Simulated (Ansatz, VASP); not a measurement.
# Zn34Te25S9: VASP beside Ansatz, part 2 of 2

Wanted: the spread between two codes on one cell, functional and k mesh. The structure shown is frame 16 of Ansatz's trajectory.

VASP 6.6.1 and Ansatz 0.2.0.

So far: Set-up; Ansatz: dynamics, PBE.

### Step 3. VASP: single point, PBE

Level of this step: PBE; plane waves and PAW (Zn, Te, S) (VASP).

The same cell, functional, mesh and smearing now go to VASP, with its own data sets.

Lines of VASP's logs that name or quote its potential files are left out, and so is its time.

The input, INCAR:

```
SYSTEM = Zn34Te25S9
PREC = Accurate
ENCUT = 400
EDIFF = 1E-06
NELM = 120
ISMEAR = 0
SIGMA = 0.05
LREAL = Auto
ALGO = Normal
GGA = PE
NBANDS = 360
LORBIT = 11
LWAVE = .FALSE.
LCHARG = .FALSE.
ISIF = 2
LASPH = .TRUE.
GGA_COMPAT = .FALSE.
EFERMI = MIDGAP
NCORE = 2
```

The input, POSCAR:

```
Zn34Te25S9
1.0
   12.3980000000      0.0000000000      0.0000000000
    0.0000000000     12.3980000000      0.0000000000
    0.0000000000      0.0000000000     12.3980000000
Zn Te S
34 25 9
Direct
    0.3995402484      0.6223019842      0.5698903049
    0.6898693338      0.2486449427      0.4548959510
    0.4191885788      0.4977899661      0.8447491531
    0.9854492660      0.2294482981      0.9319728989
    0.1173737700      0.1962655267      0.3455879981
    0.5691240523      0.8193660268      0.3041780932
    0.4653976448      0.9890627521      0.5425391192
    0.0462735925      0.7052669785      0.6473463462
    0.2345136312      0.8682610098      0.3796015486
    0.3501209873      0.6958057751      0.1225358929
    0.1081545411      0.0674302307      0.6849088563
    0.5356589773      0.9373931279      0.0267623810
    0.1556299403      0.3767623810      0.6959832231
    0.7504113567      0.1037586708      0.7503952250
    0.2881593805      0.8220842071      0.8245362155
    0.9508953057      0.7605742862      0.2341668011
    0.1831101791      0.0142039039      0.1025165349
    0.6600500081      0.7678899823      0.7255525085
    0.9147523794      0.8942248750      0.9301903533
    0.0543555412      0.5788272302      0.9574447492
    0.3405145991      0.3135505727      0.5424020003
    0.5882561704      0.3049201484      0.0174544281
    0.2684061945      0.3396434909      0.1035166962
    0.7885062107      0.4596063881      0.7753750605
    0.9547427004      0.2843361833      0.5322148734
    0.4294886272      0.1081868043      0.2739151476
    0.6628730440      0.6209549927      0.0606872076
    0.8044926601      0.0617196322      0.1939990321
    0.5176399419      0.4690595257      0.2781335699
    0.3260283917      0.1777625423      0.8573237619
    0.8600258106      0.4125907404      0.1935070173
    0.1376754315      0.5110904985      0.3818599774
    0.7712614938      0.5898209389      0.4652201968
    0.8752863365      0.9690675915      0.5119374093
    0.7721729311      0.2730601710      0.8793192450
    0.2044120019      0.6849088563      0.4949427327
    0.2736893047      0.6295370221      0.9300935635
    0.0022261655      0.5278432005      0.7589853202
    0.0801984191      0.8733586062      0.7834489434
    0.8784078077      0.2321342152      0.3061380868
    0.3370382320      0.9889740281      0.9575979997
    0.6233344088      0.5872640749      0.8444507179
    0.8856186482      0.7028714309      0.0317470560
    0.4915228263      0.2822632683      0.3759557993
    0.3308517503      0.1248265849      0.6430311341
    0.9367639942      0.5586868850      0.3233666720
    0.6670914664      0.0633489272      0.5477415712
    0.0434263591      0.3933053718      0.0659461203
    0.7810614615      0.4045007259      0.5702935957
    0.4553315051      0.8032263268      0.6721567995
    0.7848604614      0.8871269560      0.3120825940
    0.5666962413      0.6253589289      0.4167527020
    0.1700435554      0.8197693176      0.1922003549
    0.9744797548      0.0508791741      0.0508549766
    0.3143329569      0.5012421358      0.2366026779
    0.1098322310      0.0187610905      0.4600661397
    0.8302306824      0.7657848040      0.5895305694
    0.7041861591      0.9300693660      0.8625504114
    0.6023310211      0.1100822713      0.1238506211
    0.3972979513      0.3232134215      0.9534279723
    0.9251653492      0.1266736570      0.6393611873
    0.1382319729      0.3462010002      0.4723342475
    0.3299241813      0.4566784965      0.6676238103
    0.2378448137      0.1692611712      0.2007581868
    0.1296741410      0.2196080013      0.8028311018
    0.4151637361      0.9370382320      0.3615502500
    0.6729795128      0.4510001613      0.1402645588
    0.5277544765      0.7571059848      0.1244394257
```

The input, KPOINTS:

```
Automatic mesh
0
Gamma
1 1 1
0 0 0
```

The projector-augmented-wave data sets are Zn, Te and S (PBE family, release 64).

The run is started by

```console
> mpirun -np 8 vasp_gam
```

Numbers of over 12 decimals in the logs are rounded to 6 here.

What it wrote:

```text
[banner, memory and clock lines left out]
running    8 mpi-ranks, on    1 nodes
[...]
LDA part: xc-table for (Slater+PW92), standard interpolation
 POSCAR, INCAR and KPOINTS ok, starting setup
[...]
entering main loop
       N       E                     dE             d eps       ncg     rms          rms(c)
DAV:   1     0.597324592541E+04    0.59732E+04   -0.24396E+05   720   0.170E+03
DAV:   2     0.103366504523E+04   -0.49396E+04   -0.48117E+04   720   0.445E+02
DAV:   3    -0.668596566538E+02   -0.11005E+04   -0.10363E+04   792   0.180E+02
DAV:   4    -0.185123171442E+03   -0.11826E+03   -0.11629E+03   808   0.562E+01
[...]
DAV:  17    -0.179037794217E+03   -0.39160E-05   -0.21852E-05   752   0.245E-02    0.768E-03
DAV:  18    -0.179037795737E+03   -0.15198E-05   -0.52768E-06   744   0.979E-03    0.462E-03
DAV:  19    -0.179037796300E+03   -0.56326E-06   -0.16941E-06   448   0.440E-03
   1 F= -.17903780E+03 E0= -.17903780E+03  d E =-.634054E-06
```

From OUTCAR (step 3):

```text
 POSITION                                       TOTAL-FORCE (eV/Angst)
 -----------------------------------------------------------------------------------
      4.95350      7.71530      7.06550        -0.356538      0.085955     -0.012703
      8.55300      3.08270      5.63980        -0.066508     -0.124054     -0.073599
      5.19710      6.17160     10.47320        -0.102185     -0.509567     -0.124333
     12.21760      2.84470     11.55460         0.024714      0.357866      0.130424
      1.45520      2.43330      4.28460        -0.062043     -0.201211      0.060655
      7.05600     10.15850      3.77120        -0.127318     -0.144087      0.045152
      5.77000     12.26240      6.72640        -0.032806     -0.125107      0.004193
      0.57370      8.74390      8.02580        -0.329963      0.290398      0.033940
      2.90750     10.76470      4.70630         0.102122      0.138061      0.316634
      4.34080      8.62660      1.51920        -0.625225     -0.437489     -0.028549
      1.34090      0.83600      8.49150        -0.174195     -0.056197     -0.315646
      6.64110     11.62180      0.33180         0.161069     -0.379905     -0.270687
      1.92950      4.67110      8.62880        -0.273031      0.261094      0.324276
      9.30360      1.28640      9.30340         0.026799      0.258203     -0.634001
[...]
-----------------------------------------------------------------------------------
    total drift:                               -0.038572     -0.045975     -0.007844

  FREE ENERGIE OF THE ION-ELECTRON SYSTEM (eV)
  ---------------------------------------------------
  free  energy   TOTEN  =      -179.0377963001 eV

  energy  without entropy=     -179.0377956661  energy(sigma->0) =     -179.03779598

[... 2 further parts left out ...]
```

The run ends at a pressure of -1.69 GPa, with forces up to 0.87 eV/Å.

### Step 4. Side by side

Known differences besides the potentials themselves: the data sets hold 862 valence electrons in Ansatz (on its default PAW (the set named soft_2) files) and 612 in VASP; the cutoff is 420 eV in Ansatz and 400 eV in VASP (PREC = Accurate, projectors in real space). Total energies have different zeros and are not compared.

Forces on 9 of the 68 atoms, those with the largest forces and the largest differences (eV/Å; atoms numbered as in POSCAR):

```tsv
atom	Ansatz x, y, z	VASP x, y, z
Zn10	-0.612, -0.434, -0.031	-0.625, -0.437, -0.029
Zn11	-0.185, -0.047, -0.308	-0.174, -0.056, -0.316
Zn19	-0.428, -0.550, -0.150	-0.432, -0.553, -0.154
Te44	-0.032, 0.276, 0.676	-0.031, 0.277, 0.679
Te46	-0.031, 0.827, 0.118	-0.029, 0.834, 0.120
Te55	-0.356, 0.419, -0.436	-0.369, 0.424, -0.431
Te56	-0.785, -0.354, 0.060	-0.789, -0.357, 0.068
S60	0.552, 0.486, 0.213	0.557, 0.494, 0.215
S64	0.664, 0.228, 0.117	0.673, 0.231, 0.116
```

The forces differ by 4.9 meV/Å r.m.s., which is 1.8 % of the r.m.s. force of 0.278 eV/Å (both taken over all components).

### Step 5. Summary of results

| Item | Value |
| --- | --- |
| r.m.s. force difference (single point, PBE) | 1.8 % of the r.m.s. force |

In words: The r.m.s. force difference is 1.8 % of the r.m.s. force (single point, PBE), within the 3 % picked in this series as the mark of a large difference. The data sets hold unlike numbers of valence electrons (862 in Ansatz and 612 in VASP), so part of the differences comes from the potentials. 2 further runs of this series are not shown here. Such differences can come from data sets, numerical settings and the points named under the comparisons, not from the functional's error against experiment.

[Lines on the potential files, build, host, timing and source positions are cut from VASP's logs without a mark.]

[Logs are printed without paths, hosts, clocks, repeated set-up lines and the standing remarks that a program may print on its own settings, such as how far it seeks lower states.]

[Hosts, paths, dates, database ids (printed as entryN), source tags and the programs' standing remarks are cut or masked in the printed files.]
